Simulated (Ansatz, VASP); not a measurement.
## Be3B2Cl3: VASP beside Ansatz

The input INCAR:

```
SYSTEM = Be3B2Cl3
PREC = Accurate
ENCUT = 520
EDIFF = 1E-7
ISMEAR = 0
SIGMA = 0.1
LREAL = .FALSE.
LASPH = .TRUE.
NELM = 80
ALGO = Normal
ISIF = 2
LWAVE = .FALSE.
LCHARG = .FALSE.
GGA = PE
NBANDS = 26
```

File KPOINTS:

```
regular mesh
0
G
  4 4 4
  0 0 0
```

The input POSCAR:

```
Be3B2Cl3
1.0
    4.2625844700      0.0000000000      0.0000000000
    0.0000000000      4.2625844700      0.0000000000
    0.0000000000      0.0000000000      6.6508751800
Be B Cl
3 2 3
Direct
    0.5000000000      0.5000000000      0.0000000000
    0.0000000000      0.0000000000      0.5000000000
    0.5000000000      0.5000000000      0.5000000000
    0.5000000000      0.0000000000      0.5000000000
    0.0000000000      0.5000000000      0.5000000000
    0.5000000000      0.5000000000      0.2674835400
    0.5000000000      0.5000000000      0.7325164600
    0.0000000000      0.0000000000      0.0000000000
```

Input for Ansatz:

```yaml
crystal:
  lattice:
    - [4.26258447, 0.0, 0.0]
    - [0.0, 4.26258447, 0.0]
    - [0.0, 0.0, 6.65087518]
  atoms:
    - { symbol: Be, position: [0.5, 0.5, 0.0] }
    - { symbol: Be, position: [0.0, 0.0, 0.5] }
    - { symbol: Be, position: [0.5, 0.5, 0.5] }
    - { symbol: B, position: [0.5, 0.0, 0.5] }
    - { symbol: B, position: [0.0, 0.5, 0.5] }
    - { symbol: Cl, position: [0.5, 0.5, 0.26748354] }
    - { symbol: Cl, position: [0.5, 0.5, 0.73251646] }
    - { symbol: Cl, position: [0.0, 0.0, 0.0] }
basis:
  ecutwfc: 420
kpoints:
  mp_grid: { grid: [4, 4, 4] }
hamiltonian:
  xc: pbe
scf:
  occupations: { method: gaussian, width: 0.1 }
  lower_state_search: "off"
output:
  forces: true
  stress: true
  eigenvalues: true
```

Alike in both runs: task single point; functional PBE; k mesh 4 × 4 × 4; occupations gaussian, width 0.1 eV; no spin polarisation.

|  | VASP | Ansatz |
| --- | --- | --- |
| version | VASP 6.6.1 | Ansatz 0.2.0 |
| potentials or method | VASP PAW PBE potentials, release 64 (Be, B, Cl) | scalar-relativistic, plane waves, PAW |
| plane-wave cutoff (eV) | 520 | 420 |
| valence electrons in the cell | 33 | 33 |

|  | VASP | Ansatz | Ansatz less VASP |
| --- | --- | --- | --- |
| gap on the k mesh at the Fermi level (eV) | none | none | - |
| pressure (GPa) | 19.9 | 20.1 | +0.16 |
| largest component of the traceless stress (GPa) | 44.09 | 44.42 | +0.330 |
| rms of the force components (eV/Å) | 3.470 | 3.486 | +0.0159 |

Atom by atom the forces differ by 0.016 eV/Å (rms over components). A gap of «none» marks a metal or a gap that the smearing closes.

Caveats: the k mesh is coarse (spacing up to 0.37 Å⁻¹), so the values aren't converged; so large a pressure means that the cell lies far from this level's equilibrium, or that cutoff or potentials fall short (VASP); an odd number of electrons without spin polarisation forces a metal; a magnetic or distorted state may lie lower.
